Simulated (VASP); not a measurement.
WAu: relaxation of cell and atoms with revPBE+D3(BJ)

Crystal: WAu.

```xyz
2
Lattice="0.0000 2.7480 2.7480 2.7480 0.0000 2.7480 2.7480 2.7480 0.0000" Properties=species:S:1:pos:R:3 pbc="T T T"
W     0.0000    0.0000    0.0000
Au    4.1220    4.1220    4.1220
```

The cell was built by a generator and needn't be a form met in nature.

```yaml
Program: VASP 6.6.1
Task: relaxation of cell and atoms
Functional: revPBE
Dispersion: D3(BJ)
Potentials_or_basis: VASP PAW PBE potentials, release 64 (W_sv, Au)
Cutoff: 600 eV
k_mesh: 8 × 8 × 8
Occupations: fermi-dirac, width 0.05 eV
Spin: no spin polarisation
Further_INCAR_settings: ALGO = Normal; EDIFF = 1e-06; IBRION = 2; EDIFFG = -0.01; NSW = 40; ISIF = 3
```

```
Relaxed volume                         : 23.69 Å³/atom
Relaxed cell                           : a = 4.062 Å, b = 4.062 Å, c = 4.062 Å, α = 60.00°, β = 60.00°, γ = 60.00°
Space group after relaxing (to 0.05 Å) : F-43m (No. 216)
Energy gained by relaxing              : 210.2 meV/atom
Ionic steps                            : 5
Pressure after relaxing                : 0.0 GPa
Band gap on the k mesh                 : none (metal or under the smearing width)
Dispersion energy per atom             : -1.030 eV
```

The path:
```csv
step,energy change (eV),largest force (eV/Å),pressure (GPa),volume (Å³)
1,0.0000,0.0000,26.04,41.50
2,1.1364,0.0000,-19.94,65.23
3,-0.4152,0.0000,-2.16,48.14
4,-0.4202,0.0000,-0.43,47.53
5,-0.4204,0.0000,-0.04,47.39
```

Final structure:
```xyz
2
Lattice="0.0000 2.8722 2.8722 2.8722 0.0000 2.8722 2.8722 2.8722 0.0000" Properties=species:S:1:pos:R:3 pbc="T T T"
W     0.0000    0.0000    0.0000
Au    4.3083    4.3083    4.3083
```

Levels at points of the mesh, in eV from the Fermi level:
```
           k point  band 11  band 12  band 13  band 14  band 15  band 16
(0.00, 0.00, 0.00)    -0.76    -0.76    -0.76     1.64     1.64     8.56
(0.50, 0.00, 0.00)    -1.91    -0.25    -0.25     1.45     1.45     2.12
(0.50, 0.50, 0.00)    -2.84     0.38     1.30     1.56     1.56     2.91
```

It took 78 s on 1 thread of Intel(R) Xeon(R) Platinum 8488C (Sapphire Rapids) (shared host), peak memory 0.2 GiB.

Caveat: the PAW data sets were made with another functional, which shifts forces and pressure a little; pairwise dispersion overbinds metals, which lowers pressure and volume. Spin-orbit coupling is left out, which matters for the levels of Au, W.
